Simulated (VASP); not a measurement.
Here is the system:

```yaml
crystal:
  lattice:
    - [1.55500, -2.69334, 0.00000]
    - [1.55500, 2.69334, 0.00000]
    - [0.00000, 0.00000, 4.98000]
  atoms:
    - { symbol: Al, position: [0.66667, 0.33333, 0.50000] }
    - { symbol: Al, position: [0.33333, 0.66667, 0.00000] }
    - { symbol: N, position: [0.66667, 0.33333, 0.88200] }
    - { symbol: N, position: [0.33333, 0.66667, 0.38200] }
```

Level of theory: PBE GGA, VASP's PBE PAW potentials (set 64) (plane waves; VASP). Settings: 520 eV cut-off, 7×7×4 Γ-centred mesh, Gaussian smearing of 0.050 eV, potentials Al N.

Q: Give the stress tensor in GPa (positive for a compressed cell).

A: 
```
3.91  0.00  0.00
0.00  3.91  0.00
0.00  0.00  3.82
```
The pressure is its mean diagonal, 3.88 GPa.

The compound is AlN in the wurtzite structure. The cell was not relaxed at this level.
